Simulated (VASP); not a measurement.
# GaF (Pm-3m) in VASP: settings compared

The runs below take GaF through relaxation of cell and atoms, with B3LYP, PBE.

Everything below comes from runs of VASP 6.6.1. Logs are shortened: lines on timing, memory, paths and dates and some standing lists are left out, and cuts for length are marked.

**1. The crystal as given**

It takes space group Pm-3m (No. 221, cubic). Conventional cell: a = 3.166 Å, b = 3.166 Å, c = 3.166 Å, α = 90.00°, β = 90.00°, γ = 90.00°. Around Ga (site symmetry m-3m) lie 8 F at 2.74 Å. F (site symmetry m-3m) is surrounded by 8 Ga at 2.74 Å.

The cell was built by a generator and needn't be a form met in nature.

**2. Relaxation of cell and atoms, B3LYP**

POSCAR

```
GaF
1.0
    3.1659200000      0.0000000000      0.0000000000
    0.0000000000      3.1659200000      0.0000000000
    0.0000000000      0.0000000000      3.1659200000
Ga F
1 1
Direct
    0.0000000000      0.0000000000      0.0000000000
    0.5000000000      0.5000000000      0.5000000000
```

INCAR.step1

```
ALGO = Normal
EDIFF = 1E-5
ENCUT = 600
GGA = PE
ISMEAR = -1
LASPH = True
LCHARG = False
LREAL = False
LWAVE = True
NELM = 60
PREC = Accurate
SIGMA = 0.05
```

INCAR.step2

```
AEXX = 0.2
AGGAC = 0.81
AGGAX = 0.72
ALDAC = 0.19
ALGO = Normal
EDIFF = 1E-6
EDIFFG = -0.01
ENCUT = 600
GGA = B3
IBRION = 2
ISIF = 3
ISMEAR = -1
ISTART = 1
LASPH = True
LCHARG = False
LHFCALC = True
LREAL = False
LWAVE = False
NELM = 60
NSW = 40
PREC = Accurate
PRECFOCK = Fast
SIGMA = 0.05
```

KPOINTS

```
k-points
0
Gamma
  4 4 4
```

Potentials or basis: VASP PAW PBE potentials, release 64 (Ga_d, F).

Run with:

```
$ cat potpaw_PBE.64/Ga_d/POTCAR potpaw_PBE.64/F/POTCAR > POTCAR
$ cp INCAR.step1 INCAR
$ mpirun -np 1 vasp_std > vasp.out
$ cp INCAR.step2 INCAR
$ mpirun -np 1 vasp_std > vasp.out
```

OUTCAR:

```text
AEXX = 0.2
   EDIFF = 1E-6
   EDIFFG = -0.01
   ENCUT = 600
   GGA = B3
   IBRION = 2
   ISIF = 3
   ISMEAR = -1
   ISTART = 1
   LASPH = True
   LHFCALC = True
   LREAL = False
   NELM = 60
   NSW = 40
   PREC = Accurate
   PRECFOCK = Fast

 ion  position               nearest neighbor table
   1  0.000  0.000  0.000-
   2  0.500  0.500  0.500-

  LATTYP: Found a simple cubic cell.
 ALAT       =     3.1659200000

  Lattice vectors:

 A1 = (   3.1659200000,   0.0000000000,   0.0000000000)
 A2 = (   0.0000000000,   3.1659200000,   0.0000000000)
 A3 = (   0.0000000000,   0.0000000000,   3.1659200000)

Analysis of symmetry for initial positions (statically):
=====================================================================
 Subroutine PRICEL returns:
 Original cell was already a primitive cell.

 Routine SETGRP: Setting up the symmetry group for a
 simple cubic supercell.

 Subroutine GETGRP returns: Found 48 space group operations
 (whereof 48 operations were pure point group operations)
 out of a pool of 48 trial point group operations.

The static configuration has the point symmetry O_h .

Analysis of symmetry for dynamics (positions and initial velocities):
=====================================================================
 Subroutine PRICEL returns:
 Original cell was already a primitive cell.

 Routine SETGRP: Setting up the symmetry group for a
 simple cubic supercell.

 Subroutine GETGRP returns: Found 48 space group operations
 (whereof 48 operations were pure point group operations)
 out of a pool of 48 trial point group operations.

The dynamic configuration has the point symmetry O_h .

 Subroutine INISYM returns: Found 48 space group operations
 (whereof 48 operations are pure point group operations),
 and found     1 'primitive' translations

----------------------------------------------------------------------------------------

                                     Primitive cell

  volume of cell :      31.7322

  direct lattice vectors                    reciprocal lattice vectors
     3.165920000  0.000000000  0.000000000     0.315863951  0.000000000  0.000000000
     0.000000000  3.165920000  0.000000000     0.000000000  0.315863951  0.000000000
     0.000000000  0.000000000  3.165920000     0.000000000  0.000000000  0.315863951

  length of vectors
     3.165920000  3.165920000  3.165920000     0.315863951  0.315863951  0.315863951

  position of ions in fractional coordinates (direct lattice)
     0.000000000  0.000000000  0.000000000
     0.500000000  0.500000000  0.500000000

  ion indices of the primitive-cell ions
   primitive index   ion index
                 1           1
                 2           2

----------------------------------------------------------------------------------------

 KPOINTS: k-points

Automatic generation of k-mesh.
 Grid dimensions read from file:
 generate k-points for:    4    4    4

 Generating k-lattice:

  Cartesian coordinates                     Fractional coordinates (reciprocal lattice)
     0.078965988  0.000000000  0.000000000     0.250000000  0.000000000  0.000000000
     0.000000000  0.078965988  0.000000000     0.000000000  0.250000000  0.000000000
     0.000000000  0.000000000  0.078965988     0.000000000  0.000000000  0.250000000

  Length of vectors
     0.078965988  0.078965988  0.078965988

  Shift w.r.t. Gamma in fractional coordinates (k-lattice)
     0.000000000  0.000000000  0.000000000

 Subroutine IBZKPT returns following result:
 ===========================================

 Found     10 irreducible k-points:

 Following reciprocal coordinates:
            Coordinates               Weight
  0.000000  0.000000  0.000000      1.000000
  0.250000  0.000000  0.000000      6.000000
  0.500000  0.000000  0.000000      3.000000
  0.250000  0.250000  0.000000     12.000000
  0.500000  0.250000  0.000000     12.000000
  0.500000  0.500000  0.000000      3.000000
  0.250000  0.250000  0.250000      8.000000
  0.500000  0.250000  0.250000     12.000000
  0.500000  0.500000  0.250000      6.000000
  0.500000  0.500000  0.500000      1.000000
   k-points           NKPTS =     10   k-points in BZ     NKDIM =     64   number of bands    NBANDS=     14
   number of dos      NEDOS =    301   number of ions     NIONS =      2
   total plane-waves  NPLWV =  21952
   dimension x,y,z NGX =    28 NGY =   28 NGZ =   28
   dimension x,y,z NGXF=    56 NGYF=   56 NGZF=   56
   ions per type =               1   1
   NGX,Y,Z   is equivalent  to a cutoff of  14.70, 14.70, 14.70 a.u.
   NGXF,Y,Z  is equivalent  to a cutoff of  29.41, 29.41, 29.41 a.u.
 SYSTEM =  unknown system
   PREC   = accura    normal or accurate (medium, high low for compatibility)
   ISTART =      1    job   : 0-new  1-cont  2-samecut
   ICHARG =      0    charge: 1-file 2-atom 10-const
   ISPIN  =      1    spin polarized calculation?
   LNONCOLLINEAR =      F non collinear calculations
   LSORBIT =      F    spin-orbit coupling
   LASPH  =      T    aspherical Exc in radial PAW
   ENCUT  =  600.0 eV  44.10 Ry    6.64 a.u.   6.32  6.32  6.32*2*pi/ulx,y,z
   NELM   =     60;   NELMIN=  2; NELMDL=  0     # of ELM steps
   EDIFF  = 0.1E-05   stopping-criterion for ELM
   LREAL  =      F    real-space projection
   EDIFFG = -.1E-01   stopping-criterion for IOM
   NSW    =     40    number of steps for IOM
   IBRION =      2    ionic relax: 0-MD 1-quasi-New 2-CG
   NFREE  =      1    steps in history (QN), initial steepest desc. (CG)
   ISIF   =      3    stress and relaxation
   ISYM   =      3    0-nonsym 1-usesym 2-fastsym
   POTIM  = 0.5000    time-step for ionic-motion
   TEBEG  =    0.0;   TEEND  =   0.0 temperature during run
   PSTRESS=    0.0 pullay stress
   NELECT =      20.0000    total number of electrons
   NUPDOWN=      -1.0000    fix difference up-down
   EMIN   =  10.00;   EMAX   =-10.00  energy-range for DOS
   EFERMI =   0.00;   METHOD = LEGACY
   ISMEAR =    -1;   SIGMA  =   0.05  broadening in eV -4-tet -1-fermi 0-gaus
   EFERMI_NEDOS =   21; number of points for ismear=-14 and -15
   IALGO  =     38    algorithm
   IMIX   =      1    mixing-type and parameters
     AMIX     =   0.40;   BMIX     =  1.00
     AMIX_MAG =   1.60;   BMIX_MAG =  1.00
  volume/ion in A,a.u.               =      15.87       107.07
  Fermi-wavevector in a.u.,A,eV,Ry     =   1.403627  2.652469 26.805754  1.970167
  Thomas-Fermi vector in A             =   2.526269
   LORBIT       =      0    0 simple, 1 ext, 2 COOP (PROOUT), +10 PAW based schemes
   GGA     = B3    functional components
   LHFCALC =     T    Hartree Fock is set to
   PRECFOCK=fast      Normal, Fast or Accurate (Low or Medium for compatibility)
   ENCUT4O =  -1.0   cutoff for four orbital integrals eV
   NKREDX  =     1    reduce k-point grid by
   NKREDY  =     1    reduce k-point grid by
   NKREDZ  =     1    reduce k-point grid by
   AEXX    =    0.2000 exact exchange contribution
   HFSCREEN=    0.0000 screening length (either q_TF or 0.3 A-1)
   HFSCREENC=   0.0000 screening length for correlation (either q_TF or 0.3 A-1)
   ENCUTFOCK=  -1.0 apply spherical cutoff to Coloumb kernel
   IVDW    =     0    specifies the selected vdW correction
   LEPSILON=     F    determine dielectric tensor
   LRPA    =     F    only Hartree local field effects (RPA)
 conjugate gradient relaxation of ions
 non-spin polarized calculation
  energy-cutoff  :      600.00
  volume of cell :       31.73
 maximum number of plane-waves:      1074
 NGX is ok and might be reduce to    28
  NGX = 14; NGY = 14; NGZ = 14

--------------------------------------- Ionic step        1  -------------------------------------------

 number of electron      19.9999996 magnetization

 Free energy of the ion-electron system (eV)
  ---------------------------------------------------
  ext. energy  EPLUGINS =         0.00000000
  ---------------------------------------------------
  free energy    TOTEN  =        -8.99786820 eV

  energy without entropy =       -8.99786820  energy(sigma->0) =       -8.99786820

------------------------ aborting loop because EDIFF is reached ----------------------------------------

  FORCE on cell =-STRESS in cart. coord.  units (eV):
  Direction    XX          YY          ZZ          XY          YZ          ZX
  --------------------------------------------------------------------------------------
  -------------------------------------------------------------------------------------
  Total        0.4708150      0.4708150      0.4708150     -0.0000000      0.0000000     -0.0000000
  in kB       23.7717436     23.7717436     23.7717436     -0.0000000      0.0000000     -0.0000000
  external PRESSURE =      23.7717436 kB  Pullay stress =       0.0000000 kB

 VOLUME and BASIS-vectors are now :
 -----------------------------------------------------------------------------
  energy-cutoff  :      600.00
  volume of cell :       31.73
      direct lattice vectors                 reciprocal lattice vectors
     3.165920000  0.000000000  0.000000000     0.315863951  0.000000000  0.000000000
     0.000000000  3.165920000  0.000000000     0.000000000  0.315863951  0.000000000
     0.000000000  0.000000000  3.165920000     0.000000000  0.000000000  0.315863951
[... 181 lines left out ...]
 POSITION                                       TOTAL-FORCE (eV/Angst)
 -----------------------------------------------------------------------------------
      0.00000      0.00000      0.00000         0.000000      0.000000      0.000000
      1.61430      1.61430      1.61430        -0.000000     -0.000000      0.000000
 -----------------------------------------------------------------------------------
    total drift:                                0.000000      0.000000     -0.000000

  FREE ENERGIE OF THE ION-ELECTRON SYSTEM (eV)
  ---------------------------------------------------
  free  energy   TOTEN  =        -9.0104094507 eV

  energy  without entropy=       -9.0104094506  energy(sigma->0) =       -9.01040945

--------------------------------------- Ionic step        7  -------------------------------------------

 number of electron      19.9999998 magnetization

 Free energy of the ion-electron system (eV)
  ---------------------------------------------------
  ext. energy  EPLUGINS =         0.00000000
  ---------------------------------------------------
  free energy    TOTEN  =        -9.01052227 eV

  energy without entropy =       -9.01052227  energy(sigma->0) =       -9.01052227

 E-fermi :   2.1712     XC(G=0):  -7.9084

 val. band max:        1.1861019914   @ k =   0.5000   0.5000   0.5000
 cond. band min:       3.2534217095   @ k =   0.5000   0.0000   0.0000
 fundamental gap:      2.0673197181
 Fermi energy:         2.1712468352

 k-point     1 :       0.0000    0.0000    0.0000
  band No.  band energies     occupation
      1     -22.3532      2.00000
      2     -14.8644      2.00000
      3     -14.8644      2.00000
      4     -14.7324      2.00000
      5     -14.7324      2.00000
      6     -14.7324      2.00000
      7      -4.8036      2.00000
      8      -2.5002      2.00000
      9      -2.5002      2.00000
     10      -2.5002      2.00000
     11      11.0956      0.00000
     12      11.0956      0.00000
     13      11.0956      0.00000
     14      12.9415      0.00000

 k-point     2 :       0.2500    0.0000    0.0000
  band No.  band energies     occupation
      1     -22.2897      2.00000
      2     -14.8611      2.00000
      3     -14.8144      2.00000
      4     -14.7515      2.00000
      5     -14.7515      2.00000
      6     -14.7309      2.00000
      7      -5.2927      2.00000
      8      -2.3743      2.00000
      9      -2.3743      2.00000
     10      -1.5150      2.00000
[... 160 lines left out ...]
 POSITION                                       TOTAL-FORCE (eV/Angst)
 -----------------------------------------------------------------------------------
      0.00000      0.00000      0.00000        -0.000000      0.000000      0.000000
      1.61155      1.61155      1.61155         0.000000     -0.000000      0.000000
 -----------------------------------------------------------------------------------
    total drift:                               -0.000000      0.000000     -0.000000

  FREE ENERGIE OF THE ION-ELECTRON SYSTEM (eV)
  ---------------------------------------------------
  free  energy   TOTEN  =        -9.0105222747 eV

  energy  without entropy=       -9.0105222745  energy(sigma->0) =       -9.01052227

 reached required accuracy - stopping structural energy minimisation
```

Wall time 6.5 min (1 thread of Intel Xeon 6975P-C (Granite Rapids), shared host); peak memory 0.17 GiB.

What came out:

- Free energy: -9.0105 eV
- Relaxed volume: 16.74 Å³/atom
- Relaxed cell: a = 3.223 Å, b = 3.223 Å, c = 3.223 Å, α = 90.00°, β = 90.00°, γ = 90.00°
- Space group after relaxing (to 0.05 Å): Pm-3m (No. 221)
- Energy gained by relaxing: 6.3 meV/atom
- Ionic steps: 7
- Pressure after relaxing: 0.0 GPa
- Band gap on the k mesh: 2.07 eV, indirect (least direct gap 2.93 eV)

The path:
| step | energy change (eV) | largest force (eV/Å) | pressure (GPa) | volume (Å³) |
| --- | --- | --- | --- | --- |
| 1 | 0.0000 | 0.0000 | 2.38 | 31.73 |
| 2 | -0.0110 | 0.0000 | 0.72 | 32.83 |
| 3 | -0.0124 | 0.0000 | 0.24 | 33.20 |
| 4 | -0.0118 | 0.0000 | -0.64 | 33.97 |
| 5 | -0.0126 | 0.0000 | 0.14 | 33.41 |
| 6 | -0.0125 | 0.0000 | -0.31 | 33.65 |
| 7 | -0.0127 | 0.0000 | 0.03 | 33.48 |

Final structure:
```
Ga F
1.0
     3.22310    0.00000    0.00000
     0.00000    3.22310    0.00000
     0.00000    0.00000    3.22310
Ga F
1 1
Direct
  0.00000 0.00000 0.00000
  0.50000 0.50000 0.50000
```

Caveat: the k mesh is coarse (spacing up to 0.50 Å⁻¹), so the values aren't converged, least of all with exact exchange; the PAW data sets were made with another functional, which shifts forces and pressure a little.

**3. Relaxation of cell and atoms, PBE**

INCAR

```
SYSTEM = GaF
  ALGO = Normal
  EDIFF = 1E-7
  EDIFFG = -0.01
  ENCUT = 580
  GGA = PE
  IBRION = 2
  ISIF = 3
  ISMEAR = -1
  LASPH = .True.
  LCHARG = .False.
  LREAL = .False.
  LWAVE = .False.
  NELM = 60
  NSW = 40
  PREC = Accurate
  SIGMA = 0.05
```

KPOINTS

```
k-points
0
Gamma
  8 8 8
  0 0 0
```

POSCAR is that of step 2.

Potentials or basis: VASP PAW PBE potentials, release 64 (Ga, F).

Run with:

```
$ cat potpaw_PBE.64/Ga/POTCAR potpaw_PBE.64/F/POTCAR > POTCAR
$ mpirun -np 1 vasp_std > vasp.out
```

Wall time 12 s (1 thread of Intel Xeon 6975P-C (Granite Rapids), shared host); peak memory 0.17 GiB.

It converged, with:

```yaml
Free_energy: -7.4789 eV
Relaxed_volume: 15.51 Å³/atom
Relaxed_cell: a = 3.142 Å, b = 3.142 Å, c = 3.142 Å, α = 90.00°, β = 90.00°, γ = 90.00°
Space_group_after_relaxing_to_0.05_Å: Pm-3m (No. 221)
Energy_gained_by_relaxing: 1.1 meV/atom
Ionic_steps: 3
Pressure_after_relaxing: 0.0 GPa
Band_gap_on_the_k_mesh: 0.18 eV, indirect (least direct gap 1.06 eV)
```

Step by step:
```csv
step,energy change (eV),largest force (eV/Å),pressure (GPa),volume (Å³)
1,0.0000,0.0000,-0.98,31.73
2,-0.0019,0.0000,-0.39,31.29
3,-0.0023,0.0000,-0.03,31.03
```

Final structure:
```xyz
2
Lattice="3.1423 0.0000 0.0000 0.0000 3.1423 0.0000 0.0000 0.0000 3.1423" Properties=species:S:1:pos:R:3 pbc="T T T"
Ga    0.0000    0.0000    0.0000
F     1.5712    1.5712    1.5712
```

Levels at points of the mesh, in eV from the valence-band top:
```csv
k point,band 2,band 3,band 4,band 5,band 6,band 7,band 8,band 9
"(0.00, 0.00, 0.00)",-6.26,-3.67,-3.67,-3.67,8.34,8.34,8.34,9.64
"(0.50, 0.00, 0.00)",-7.12,-3.40,-3.40,-0.88,0.18,8.46,8.46,12.34
"(0.50, 0.50, 0.00)",-5.14,-5.14,-3.29,-2.76,3.35,3.35,9.06,10.42
"(0.50, 0.50, 0.50)",-4.28,-4.28,-4.28,0.00,2.20,2.20,2.20,11.85
```

A k mesh can miss the band edges. PBE gaps usually lie below the measured ones, often by a third to a half.

**4. Relaxation of cell and atoms, PBE**

INCAR

```
SYSTEM = GaF
PREC = Accurate
ENCUT = 600
EDIFF = 1E-7
ISMEAR = -1
SIGMA = 0.05
LREAL = .False.
LASPH = .True.
NELM = 80
ALGO = Normal
ISIF = 3
LWAVE = .False.
LCHARG = .False.
GGA = PE
IBRION = 2
NSW = 40
EDIFFG = -0.01
```

KPOINTS

```
regular mesh
0
Gamma
  8 8 8
  0 0 0
```

POSCAR is that of step 3.

Potentials or basis: VASP PAW PBE potentials, release 64 (Ga_d, F).

Run with:

```
$ cat potpaw_PBE.64/Ga_d/POTCAR potpaw_PBE.64/F/POTCAR > POTCAR
$ mpirun -np 1 vasp_std > vasp.out
```

Wall time 12 s (1 thread of Intel Xeon 6975P-C (Granite Rapids), shared host); peak memory 0.16 GiB.

The run converged. Its results:

```yaml
Free_energy: -7.4345 eV
Relaxed_volume: 15.82 Å³/atom
Relaxed_cell: a = 3.163 Å, b = 3.163 Å, c = 3.163 Å, α = 90.00°, β = 90.00°, γ = 90.00°
Space_group_after_relaxing_to_0.05_Å: Pm-3m (No. 221)
Energy_gained_by_relaxing: 0.0 meV/atom
Ionic_steps: 2
Pressure_after_relaxing: 0.0 GPa
Band_gap_on_the_k_mesh: 0.32 eV, indirect (least direct gap 1.12 eV)
```

Final structure:
```
CELL_PARAMETERS angstrom
3.16310 0.00000 0.00000
0.00000 3.16310 0.00000
0.00000 0.00000 3.16310
ATOMIC_POSITIONS crystal
Ga 0.00000 0.00000 0.00000
F 0.50000 0.50000 0.50000
```

Levels at points of the mesh, in eV from the valence-band top:
```tsv
k point	band 8	band 9	band 10	band 11	band 12	band 13
(0.00, 0.00, 0.00)	-3.48	-3.48	-3.48	8.32	8.32	8.32
(0.50, 0.00, 0.00)	-3.20	-3.20	-0.80	0.32	8.46	8.46
(0.50, 0.50, 0.00)	-4.90	-3.11	-2.65	3.43	3.43	9.14
(0.50, 0.50, 0.50)	-4.04	-4.04	0.00	2.33	2.33	2.33
```

**5. Relaxation of cell and atoms, PBE**

INCAR

```
SYSTEM = GaF
PREC = Accurate
ENCUT = 680
EDIFF = 1E-6
ISMEAR = -1
SIGMA = 0.05
LREAL = .False.
LASPH = .True.
NELM = 80
ALGO = Normal
ISIF = 3
LWAVE = .False.
LCHARG = .False.
GGA = PE
IBRION = 2
NSW = 60
EDIFFG = -0.005
```

KPOINTS is that of step 4.

POSCAR is that of step 4.

Potentials or basis: VASP PAW PBE potentials, release 64 (Ga_d_GW, F_GW).

Run with:

```
$ cat potpaw_PBE.64/Ga_d_GW/POTCAR potpaw_PBE.64/F_GW/POTCAR > POTCAR
$ mpirun -np 1 vasp_std > vasp.out
```

Wall time 26 s (1 thread of Intel Xeon 6975P-C (Granite Rapids), shared host); peak memory 0.18 GiB.

It converged, with:

| Quantity | Value |
| --- | --- |
| Free energy | -7.4309 eV |
| Relaxed volume | 15.79 Å³/atom |
| Relaxed cell | a = 3.161 Å, b = 3.161 Å, c = 3.161 Å, α = 90.00°, β = 90.00°, γ = 90.00° |
| Space group after relaxing (to 0.05 Å) | Pm-3m (No. 221) |
| Energy gained by relaxing | 0.0 meV/atom |
| Ionic steps | 6 |
| Pressure after relaxing | 0.0 GPa |
| Band gap on the k mesh | 0.30 eV, indirect (least direct gap 1.11 eV) |

Final structure:
```
Ga F
1.0
     3.16112    0.00000    0.00000
     0.00000    3.16112    0.00000
     0.00000    0.00000    3.16112
Ga F
1 1
Direct
  0.00000 0.00000 0.00000
  0.50000 0.50000 0.50000
```

Levels at points of the mesh, in eV from the valence-band top:
```tsv
k point	band 6	band 7	band 8	band 9	band 10	band 11	band 12	band 13	band 14
(0.00, 0.00, 0.00)	-14.20	-6.12	-3.50	-3.50	-3.50	8.32	8.32	8.32	9.73
(0.50, 0.00, 0.00)	-14.19	-6.89	-3.23	-3.23	-0.81	0.30	8.46	8.46	12.49
(0.50, 0.50, 0.00)	-14.16	-4.93	-4.93	-3.13	-2.66	3.41	3.41	9.12	10.36
(0.50, 0.50, 0.50)	-14.16	-4.07	-4.07	-4.07	0.00	2.31	2.31	2.31	11.91
```

A k mesh can miss the band edges. Expect the measured gap to be larger: semilocal functionals such as PBE lack the derivative discontinuity.

[end of part 1 of 2]
